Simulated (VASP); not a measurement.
# CdS (space group F-43m): computed properties

Computed with PBEsol GGA, VASP's PBE PAW potentials (set 64) (plane waves; VASP).

space group: F-43m (216)
cell: a = b = c = 5.825 Å, α = β = γ = 90.00°
volume per atom: 24.70 Å³/atom
band gap (over mesh and band path): 1.02 eV
smallest direct gap (over mesh and band path): 1.02 eV
band-edge character without spin-orbit coupling: direct, Γ to Γ
band gap with spin-orbit coupling: 1.00 eV
density: 4.86 g/cm³

```cif
data_Cd4S4
_chemical_formula_sum 'Cd4 S4'
_space_group_name_H-M_alt 'F-43m'
_space_group_IT_number 216
_space_group_name_Hall 'F -4 2 3'
_cell_length_a 5.82458
_cell_length_b 5.82458
_cell_length_c 5.82458
_cell_angle_alpha 90.000
_cell_angle_beta 90.000
_cell_angle_gamma 90.000
loop_
_atom_site_label
_atom_site_type_symbol
_atom_site_symmetry_multiplicity
_atom_site_Wyckoff_symbol
_atom_site_fract_x
_atom_site_fract_y
_atom_site_fract_z
_atom_site_occupancy
Cd1 Cd 4 a 0.00000 0.00000 0.00000 1
S1 S 4 d 0.75000 0.75000 0.75000 1
```
(The calculation used a cell of 2 atoms; values per cell refer to that cell.)

The structure comes from a measured CdS entry (F-43m) of the Crystallography Open Database, whose conditions weren't checked. It was relaxed first. Symmetry was kept, so distortions that lower it aren't found.
